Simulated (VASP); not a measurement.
Level of theory: PBE GGA, VASP's PBE PAW potentials (set 64) (plane waves; VASP).

A VASP calculation is set up with these files.

### INCAR
```
# general
SYSTEM  = MgI2
PREC    = Accurate
ENCUT   = 400
LREAL   = .False.   # projection in real space or not
LASPH   = .True.
ICHARG  = 11   # fixed density

# electronic loop
EDIFF   = 1E-7   # SCF stop (eV)
NELM    = 100   # most electronic steps
ALGO    = Normal   # blocked Davidson
LMAXMIX = 4

# smearing
ISMEAR  = 0   # Gaussian
SIGMA   = 0.05   # width (eV)

# functional
GGA     = PE   # PBE

# output
LWAVE   = .False.
LCHARG  = .False.
LORBIT  = 11
```

### KPOINTS
```
k-points along high-symmetry lines
10
Line-mode
Reciprocal
  0.000000   0.000000   0.000000 ! GAMMA
  0.500000   0.000000   0.000000 ! M

  0.500000   0.000000   0.000000 ! M
  0.333333   0.333333   0.000000 ! K

  0.333333   0.333333   0.000000 ! K
  0.000000   0.000000   0.000000 ! GAMMA

  0.000000   0.000000   0.000000 ! GAMMA
  0.000000   0.000000   0.500000 ! A

  0.000000   0.000000   0.500000 ! A
  0.500000   0.000000   0.500000 ! L

  0.500000   0.000000   0.500000 ! L
  0.333333   0.333333   0.500000 ! H

  0.333333   0.333333   0.500000 ! H
  0.000000   0.000000   0.500000 ! A

  0.500000   0.000000   0.500000 ! L
  0.500000   0.000000   0.000000 ! M

  0.333333   0.333333   0.500000 ! H
  0.333333   0.333333   0.000000 ! K
```

### POSCAR
```
MgI2
1
    2.1041397813    -3.6444765646    -0.0000000000
    2.1041397813     3.6444765646     0.0000000000
    0.0000000000     0.0000000000     7.5570257843
Mg I
1 2
Direct
  0.0000000000   0.0000000000   0.0000000000
  0.3333330000   0.6666670000   0.2209605338
  0.6666670000   0.3333330000   0.7790394662
```

POTCAR, in this order: Mg I (PBE.64 set). Program: vasp_std. Read from the step before: CHGCAR.

The run wrote:

### OUTCAR
```
 ion  position               nearest neighbor table
   1  0.000  0.000  0.000-   2 2.95   3 2.95   3 2.95   2 2.95   3 2.95   2 2.95
   2  0.333  0.667  0.221-   1 2.95   1 2.95   1 2.95
   3  0.667  0.333  0.779-   1 2.95   1 2.95   1 2.95
  LATTYP: Found a hexagonal cell.
 ALAT       =     4.2082791791
 C/A-ratio  =     1.7957520076
 Subroutine PRICEL returns:
 Original cell was already a primitive cell.
 Subroutine GETGRP returns: Found 12 space group operations
The static configuration has the point symmetry D_3d.
The dynamic configuration has the point symmetry D_3d.
 Subroutine INISYM returns: Found 12 space group operations
   k-points           NKPTS =     90   k-points in BZ     NKDIM =     90   number of bands    NBANDS=     12
   number of dos      NEDOS =    301   number of ions     NIONS =      3
   total plane-waves  NPLWV =  39200
   dimension x,y,z NGX =    28 NGY =   28 NGZ =   50
   dimension x,y,z NGXF=    56 NGYF=   56 NGZF=  100
   ions per type =               1   2
   PREC   = accura    normal or accurate (medium, high low for compatibility)
   ISTART =      0    job   : 0-new  1-cont  2-samecut
   ICHARG =     11    charge: 1-file 2-atom 10-const
   ISPIN  =      1    spin polarized calculation?
   LNONCOLLINEAR =      F non collinear calculations
   LSORBIT =      F    spin-orbit coupling
   INIWAV =      1    electr: 0-lowe 1-rand  2-diag
   ENCUT  =  400.0 eV  29.40 Ry    5.42 a.u.   6.86  6.86 12.32*2*pi/ulx,y,z
   NELM   =    100;   NELMIN=  2; NELMDL= -5     # of ELM steps
   EDIFF  = 0.1E-06   stopping-criterion for ELM
   LREAL  =      F    real-space projection
   NLSPLINE    = F    spline interpolate recip. space projectors
   LMAXMIX     =    4 max onsite mixed and CHGCAR
   VOSKOWN=      0    Vosko Wilk Nusair interpolation
   EDIFFG = 0.1E-05   stopping-criterion for IOM
   NSW    =      0    number of steps for IOM
   NBLOCK =      1;   KBLOCK =      1    inner block; outer block
   IBRION =     -1    ionic relax: 0-MD 1-quasi-New 2-CG
   NFREE  =      0    steps in history (QN), initial steepest desc. (CG)
   ISIF   =      2    stress and relaxation
   ISYM   =      2    0-nonsym 1-usesym 2-fastsym
   TEIN   =    0.0    initial temperature
   TEBEG  =    0.0;   TEEND  =   0.0 temperature during run
   SMASS  =  -3.00    Nose mass-parameter (am)
   PSTRESS=    0.0 pullay stress
   NELECT =      16.0000    total number of electrons
   EFERMI =   0.00;   METHOD = LEGACY
   ISMEAR =     0;   SIGMA  =   0.05  broadening in eV -4-tet -1-fermi 0-gaus
   IALGO  =     38    algorithm
   LDIAG  =      T    sub-space diagonalisation (order eigenvalues)
   IMIX   =      4    mixing-type and parameters
     AMIX     =   0.40;   BMIX     =  1.00
     AMIX_MAG =   1.60;   BMIX_MAG =  1.00
     AMIN     =   0.10
   GGA     = PE    functional components
   VOSKOWN =     0    Vosko Wilk Nusair interpolation
   LHFCALC =     F    Hartree Fock is set to
   LHFONE  =     F    Hartree Fock one center treatment
   AEXX    =    0.0000 exact exchange contribution
   IVDW    =     0    specifies the selected vdW correction
   LEPSILON=     F    determine dielectric tensor
   LRPA    =     F    only Hartree local field effects (RPA)
  energy-cutoff  :      400.00
  volume of cell :      115.90
      direct lattice vectors                 reciprocal lattice vectors
     2.104139781 -3.644476565  0.000000000     0.237626799 -0.137193913  0.000000000
     2.104139781  3.644476565  0.000000000     0.237626799  0.137193913  0.000000000
     0.000000000  0.000000000  7.557025784     0.000000000  0.000000000  0.132327192
 k-point     1 :   0.0000 0.0000 0.0000  plane waves:    2089
 k-point     2 :   0.0556 0.0000 0.0000  plane waves:    2077
 k-point     3 :   0.1111 0.0000 0.0000  plane waves:    2088
 k-point     4 :   0.1667 0.0000 0.0000  plane waves:    2094
 k-point     5 :   0.2222 0.0000 0.0000  plane waves:    2098
 k-point     6 :   0.2778 0.0000 0.0000  plane waves:    2104
 k-point     7 :   0.3333 0.0000 0.0000  plane waves:    2104
 k-point     8 :   0.3889 0.0000 0.0000  plane waves:    2110
...
```

**OSZICAR**
```
       N       E                     dE             d eps       ncg     rms          rms(c)
DAV:   1     0.716687204790E+02    0.71669E+02   -0.49853E+03  2160   0.829E+02
DAV:   2    -0.139015809371E+01   -0.73059E+02   -0.67500E+02  3044   0.138E+02
DAV:   3    -0.703891140700E+01   -0.56488E+01   -0.56203E+01  2724   0.453E+01
DAV:   4    -0.715904827459E+01   -0.12014E+00   -0.12010E+00  2944   0.827E+00
DAV:   5    -0.716086742267E+01   -0.18191E-02   -0.18191E-02  2784   0.996E-01
DAV:   6    -0.716094281212E+01   -0.75389E-04   -0.75389E-04  3216   0.168E-01
DAV:   7    -0.716094406048E+01   -0.12484E-05   -0.12484E-05  2788   0.160E-02
DAV:   8    -0.716094413109E+01   -0.70609E-07   -0.70639E-07  2104   0.281E-03
   1 F= -.71609441E+01 E0= -.71609441E+01  d E =-.261739E-13
```

**OUTCAR**
```
 val. band max:        1.1686459312   @ k =   0.0000   0.0000   0.0000

 cond. band min:       4.7761141507   @ k =   0.5000   0.0000   0.3889



 k-point     1 :       0.0000    0.0000    0.0000
  band No.  band energies     occupation
      1     -10.5937      2.00000
      2     -10.0367      2.00000
      3      -1.8733      2.00000
      4       0.8705      2.00000
      5       0.8705      2.00000
      6       0.9820      2.00000
      7       1.1686      2.00000
      8       1.1686      2.00000
      9       4.8664      0.00000
     10       6.0565      0.00000
     11       7.8665      0.00000
     12       7.8666      0.00000

 k-point     2 :       0.0556    0.0000    0.0000
  band No.  band energies     occupation
      1     -10.5791      2.00000
      2     -10.0283      2.00000
      3      -1.8558      2.00000
      4       0.7234      2.00000
      5       0.8291      2.00000
      6       0.9961      2.00000
      7       1.0572      2.00000
      8       1.1667      2.00000
      9       5.0008      0.00000
     10       6.1893      0.00000
     11       7.6301      0.00000
     12       7.9209      0.00000

 k-point     3 :       0.1111    0.0000    0.0000
  band No.  band energies     occupation
      1     -10.5360      2.00000
      2     -10.0042      2.00000
      3      -1.8063      2.00000
      4       0.3754      2.00000
      5       0.7239      2.00000
      6       0.7676      2.00000
      7       1.0005      2.00000
      8       1.1496      2.00000
      9       5.3249      0.00000
     10       6.5021      0.00000
     11       7.3118      0.00000
     12       8.0695      0.00000

 k-point     4 :       0.1667    0.0000    0.0000
  band No.  band energies     occupation
      1     -10.4675      2.00000
      2      -9.9675      2.00000
      3      -1.7350      2.00000
      4      -0.0736      2.00000
      5       0.4082      2.00000
      6       0.5856      2.00000
      7       0.9808      2.00000
...
```

The density is held fixed in this step, so its total energy and stress have no physical meaning. Without a dispersion term in the relaxation, distances and binding between the weakly bound layers, chains or molecules are unreliable, and so is what depends on them. Unless said otherwise, spin-orbit coupling is left out, though it shifts the bands of the heavy elements here.

The compound is MgI2 in the 1T layered structure. It was relaxed first, which changed the volume by +13 %.
